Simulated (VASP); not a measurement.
OSZICAR of a VASP run on La (dhcp):

**OSZICAR**
```
...
   1 F= 0.10361425E+01 E0= 0.10381029E+01  d E =0.103614E+01
       N       E                     dE             d eps       ncg     rms          rms(c)
DAV:   1    -0.246818791372E+02   -0.75902E+01   -0.44425E+02  1872   0.211E+02    0.207E+01
DAV:   2    -0.166212823777E+02    0.80606E+01   -0.34271E+01  2952   0.634E+01    0.994E+00
DAV:   3    -0.132052664156E+02    0.34160E+01   -0.18712E+01  2364   0.462E+01    0.391E+00
DAV:   4    -0.132666400328E+02   -0.61374E-01   -0.31773E+00  2872   0.232E+01    0.134E+00
DAV:   5    -0.132315611706E+02    0.35079E-01   -0.62336E-01  3016   0.746E+00    0.806E-01
DAV:   6    -0.132432608168E+02   -0.11700E-01   -0.92874E-02  3290   0.250E+00    0.709E-01
DAV:   7    -0.132475239324E+02   -0.42631E-02   -0.79903E-03  2950   0.913E-01    0.709E-01
DAV:   8    -0.132441082574E+02    0.34157E-02   -0.32560E-02  2432   0.215E+00    0.336E-01
DAV:   9    -0.132442586193E+02   -0.15036E-03   -0.13840E-03  2948   0.490E-01    0.205E-01
DAV:  10    -0.132441961262E+02    0.62493E-04   -0.14465E-04  3178   0.933E-02    0.136E-01
DAV:  11    -0.132441851692E+02    0.10957E-04   -0.64476E-05  2808   0.707E-02    0.531E-02
DAV:  12    -0.132441937598E+02   -0.85906E-05   -0.31028E-05  2608   0.666E-02    0.487E-02
DAV:  13    -0.132441919836E+02    0.17761E-05   -0.25886E-06  1656   0.256E-02    0.316E-02
DAV:  14    -0.132441917050E+02    0.27862E-06   -0.22586E-06  1520   0.197E-02
   2 F= 0.11748288E+01 E0= 0.11743974E+01  d E =0.138686E+00
       N       E                     dE             d eps       ncg     rms          rms(c)
DAV:   1    -0.192841991809E+02   -0.60400E+01   -0.11877E+02  1970   0.999E+01    0.126E+01
DAV:   2    -0.159234297662E+02    0.33608E+01   -0.23104E+01  2976   0.660E+01    0.291E+00
DAV:   3    -0.156623322658E+02    0.26110E+00   -0.18909E+00  2882   0.139E+01    0.824E-01
DAV:   4    -0.156104772900E+02    0.51855E-01   -0.14202E-01  3008   0.304E+00    0.400E-01
DAV:   5    -0.156017587241E+02    0.87186E-02   -0.32498E-02  3240   0.136E+00    0.304E-01
DAV:   6    -0.156016935137E+02    0.65210E-04   -0.18726E-02  3006   0.110E+00    0.188E-01
DAV:   7    -0.156023829727E+02   -0.68946E-03   -0.41712E-03  3206   0.575E-01    0.449E-02
DAV:   8    -0.156023739828E+02    0.89899E-05   -0.79585E-04  2910   0.328E-01    0.309E-02
DAV:   9    -0.156023931366E+02   -0.19154E-04   -0.16338E-04  3176   0.982E-02    0.126E-02
DAV:  10    -0.156023967167E+02   -0.35801E-05   -0.30242E-05  2806   0.560E-02    0.742E-03
DAV:  11    -0.156023981316E+02   -0.14148E-05   -0.38629E-06  1768   0.225E-02    0.478E-03
DAV:  12    -0.156023968446E+02    0.12870E-05   -0.32250E-06  1706   0.240E-02    0.619E-03
DAV:  13    -0.156023977878E+02   -0.94324E-06   -0.10077E-06  1316   0.154E-02
   3 F= 0.67622247E+00 E0= 0.67631502E+00  d E =-.359920E+00
       N       E                     dE             d eps       ncg     rms          rms(c)
DAV:   1    -0.155680639543E+02    0.34333E-01   -0.39069E-02  1974   0.187E+00    0.197E-01
DAV:   2    -0.155671774265E+02    0.88653E-03   -0.41123E-03  2858   0.757E-01    0.800E-02
DAV:   3    -0.155669422124E+02    0.23521E-03   -0.12922E-03  2574   0.369E-01    0.207E-02
DAV:   4    -0.155669454734E+02   -0.32609E-05   -0.11378E-04  2856   0.123E-01    0.685E-03
DAV:   5    -0.155669475588E+02   -0.20854E-05   -0.23293E-05  3008   0.388E-02    0.746E-03
DAV:   6    -0.155669502922E+02   -0.27334E-05   -0.46742E-06  1964   0.225E-02    0.390E-03
DAV:   7    -0.155669507502E+02   -0.45798E-06   -0.10003E-06  1284   0.195E-02
   4 F= 0.67602885E+00 E0= 0.67603047E+00  d E =-.360114E+00
       N       E                     dE             d eps       ncg     rms          rms(c)
DAV:   1    -0.155683621956E+02   -0.14119E-02   -0.21672E+00  2758   0.284E+01    0.791E-01
DAV:   2    -0.155494791694E+02    0.18883E-01   -0.83580E-02  2986   0.322E+00    0.399E-01
DAV:   3    -0.155428908850E+02    0.65883E-02   -0.32797E-02  3120   0.197E+00    0.974E-02
DAV:   4    -0.155429726374E+02   -0.81752E-04   -0.18685E-03  2942   0.430E-01    0.547E-02
DAV:   5    -0.155430107804E+02   -0.38143E-04   -0.16332E-04  3288   0.126E-01    0.198E-02
DAV:   6    -0.155430122766E+02   -0.14962E-05   -0.44013E-05  2768   0.553E-02    0.550E-03
DAV:   7    -0.155430127984E+02   -0.52182E-06   -0.82176E-06  2232   0.296E-02
   5 F= 0.67023473E+00 E0= 0.67089026E+00  d E =-.579412E-02
       N       E                     dE             d eps       ncg     rms          rms(c)
DAV:   1    -0.155348926674E+02    0.81196E-02   -0.71630E-01  2768   0.162E+01    0.453E-01
DAV:   2    -0.155288252456E+02    0.60674E-02   -0.27603E-02  2946   0.187E+00    0.232E-01
DAV:   3    -0.155266793875E+02    0.21459E-02   -0.11397E-02  3128   0.115E+00    0.574E-02
DAV:   4    -0.155267080266E+02   -0.28639E-04   -0.67834E-04  2934   0.256E-01    0.316E-02
DAV:   5    -0.155267227226E+02   -0.14696E-04   -0.60142E-05  3040   0.750E-02    0.109E-02
DAV:   6    -0.155267232497E+02   -0.52707E-06   -0.14096E-05  2104   0.324E-02    0.302E-03
DAV:   7    -0.155267235207E+02   -0.27096E-06   -0.32972E-06  1666   0.211E-02
   6 F= 0.66877760E+00 E0= 0.66937862E+00  d E =-.725125E-02
       N       E                     dE             d eps       ncg     rms          rms(c)
DAV:   1    -0.155211276419E+02    0.55956E-02   -0.28856E+00  2758   0.325E+01    0.908E-01
DAV:   2    -0.154963848875E+02    0.24743E-01   -0.11206E-01  2946   0.375E+00    0.461E-01
DAV:   3    -0.154875089174E+02    0.88760E-02   -0.44964E-02  3128   0.229E+00    0.113E-01
DAV:   4    -0.154876359868E+02   -0.12707E-03   -0.26240E-03  2958   0.503E-01    0.636E-02
DAV:   5    -0.154876876742E+02   -0.51687E-04   -0.27076E-04  3304   0.144E-01    0.258E-02
DAV:   6    -0.154876911175E+02   -0.34433E-05   -0.80141E-05  2822   0.736E-02    0.682E-03
DAV:   7    -0.154876919740E+02   -0.85645E-06   -0.13139E-05  2336   0.347E-02    0.333E-03
DAV:   8    -0.154876922074E+02   -0.23342E-06   -0.17866E-06  1460   0.208E-02
   7 F= 0.67079952E+00 E0= 0.67075517E+00  d E =-.522934E-02
       N       E                     dE             d eps       ncg     rms          rms(c)
DAV:   1    -0.155414961505E+02   -0.53804E-01   -0.18656E+00  2776   0.261E+01    0.729E-01
DAV:   2    -0.155254910380E+02    0.16005E-01   -0.70401E-02  2968   0.314E+00    0.369E-01
DAV:   3    -0.155198508377E+02    0.56402E-02   -0.28427E-02  3128   0.183E+00    0.898E-02
DAV:   4    -0.155199156086E+02   -0.64771E-04   -0.16321E-03  2926   0.401E-01    0.487E-02
DAV:   5    -0.155199475272E+02   -0.31919E-04   -0.15647E-04  3296   0.127E-01    0.171E-02
DAV:   6    -0.155199431991E+02    0.43281E-05   -0.38664E-05  2784   0.567E-02    0.440E-03
DAV:   7    -0.155199429960E+02    0.20304E-06   -0.55886E-06  1880   0.237E-02
   8 F= 0.66850045E+00 E0= 0.66891568E+00  d E =-.752840E-02
       N       E                     dE             d eps       ncg     rms          rms(c)
DAV:   1    -0.155145470890E+02    0.53961E-02   -0.88535E-02  2752   0.572E+00    0.157E-01
DAV:   2    -0.155138150340E+02    0.73206E-03   -0.34084E-03  2938   0.675E-01    0.807E-02
DAV:   3    -0.155135479620E+02    0.26707E-03   -0.14029E-03  3128   0.404E-01    0.200E-02
DAV:   4    -0.155135523181E+02   -0.43561E-05   -0.84525E-05  2862   0.887E-02    0.110E-02
DAV:   5    -0.155135542388E+02   -0.19207E-05   -0.56481E-06  1808   0.251E-02    0.351E-03
DAV:   6    -0.155135543592E+02   -0.12038E-06   -0.15321E-06  1428   0.182E-02
   9 F= 0.66846327E+00 E0= 0.66869645E+00  d E =-.756558E-02
       N       E                     dE             d eps       ncg     rms          rms(c)
DAV:   1    -0.155161191341E+02   -0.25649E-02   -0.12338E-02  2752   0.214E+00    0.589E-02
DAV:   2    -0.155160173275E+02    0.10181E-03   -0.47781E-04  2962   0.253E-01    0.301E-02
DAV:   3    -0.155159797229E+02    0.37605E-04   -0.19123E-04  3136   0.150E-01    0.738E-03
DAV:   4    -0.155159796405E+02    0.82401E-07   -0.92409E-06  2006   0.321E-02
  10 F= 0.66844986E+00 E0= 0.66874928E+00  d E =-.757900E-02
       N       E                     dE             d eps       ncg     rms          rms(c)
DAV:   1    -0.155693899270E+02   -0.53410E-01   -0.84667E-02  2466   0.296E+00    0.294E-01
DAV:   2    -0.155673296673E+02    0.20603E-02   -0.82418E-03  2776   0.117E+00    0.110E-01
DAV:   3    -0.155668941279E+02    0.43554E-03   -0.22686E-03  2576   0.484E-01    0.257E-02
DAV:   4    -0.155668904304E+02    0.36975E-05   -0.19758E-04  3004   0.147E-01    0.950E-03
DAV:   5    -0.155668880787E+02    0.23517E-05   -0.30737E-05  3032   0.428E-02    0.929E-03
DAV:   6    -0.155668857028E+02    0.23759E-05   -0.11373E-05  2330   0.324E-02    0.341E-03
DAV:   7    -0.155668848224E+02    0.88032E-06   -0.91824E-07  1144   0.175E-02
  11 F= 0.66851234E+00 E0= 0.66884959E+00  d E =0.624861E-04
       N       E                     dE             d eps       ncg     rms          rms(c)
DAV:   1    -0.155381529837E+02    0.28733E-01   -0.28631E-02  2468   0.172E+00    0.171E-01
DAV:   2    -0.155374532448E+02    0.69974E-03   -0.27772E-03  2808   0.676E-01    0.646E-02
DAV:   3    -0.155372991146E+02    0.15413E-03   -0.78733E-04  2584   0.284E-01    0.152E-02
DAV:   4    -0.155373021330E+02   -0.30185E-05   -0.69235E-05  2978   0.879E-02    0.532E-03
DAV:   5    -0.155373041919E+02   -0.20589E-05   -0.10288E-05  2670   0.252E-02    0.520E-03
DAV:   6    -0.155373064675E+02   -0.22756E-05   -0.28682E-06  1704   0.230E-02    0.189E-03
DAV:   7    -0.155373067954E+02   -0.32790E-06   -0.37762E-07  1000   0.145E-02
  12 F= 0.66839400E+00 E0= 0.66871114E+00  d E =-.558549E-04
```

Problem. Which electronic solver shows in the log?

Solution. It is blocked Davidson (ALGO = Normal, or the opening steps of other solvers). The INCAR had ALGO = Normal.

Problem. Can the final energy be trusted as converged?

Solution. The run converged. It stopped with EDIFF = 1E-6, NELM = 100, NSW = 40 and EDIFFG = -0.02 after 12 ionic steps (PBE GGA, plane waves, VASP's PBE PAW potentials (set 64)). Energy and stress use the plane-wave basis of the starting cell.

The compound is La in the dhcp structure. This run relaxes it under an external pressure of 30 GPa. Symmetry was kept, so distortions that lower it aren't found.
